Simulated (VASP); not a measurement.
Input:

```yaml
crystal:
  lattice:
    - [1.46094, -2.53043, 0.00000]
    - [1.46094, 2.53043, 0.00000]
    - [0.00000, 0.00000, 4.63235]
  atoms:
    - { symbol: Ti, position: [0.33333, 0.66667, 0.25000] }
    - { symbol: Ti, position: [0.66667, 0.33333, 0.75000] }
```

Level of theory: PBE GGA, VASP's PBE PAW potentials (set 64) (plane waves; VASP). Numerical set-up: 480 eV cut-off, 13×13×7 Γ-centred mesh, first-order Methfessel-Paxton smearing of 0.10 eV, potentials Ti.

Problem. Estimate the energy per atom (σ→0), band gap (on the k-mesh) with the smallest direct gap where there is one.

Solution. 
```json
{
 "band gap (on the k-mesh)": "none (metal, semimetal or under 0.01 eV)",
 "energy per atom (σ→0)": "-7.762 eV/atom"
}
```

The absolute energy has meaning only against runs of the same code, potentials and settings.

The compound is Ti in the hcp structure. It was relaxed first. The start is the result of an earlier pass.
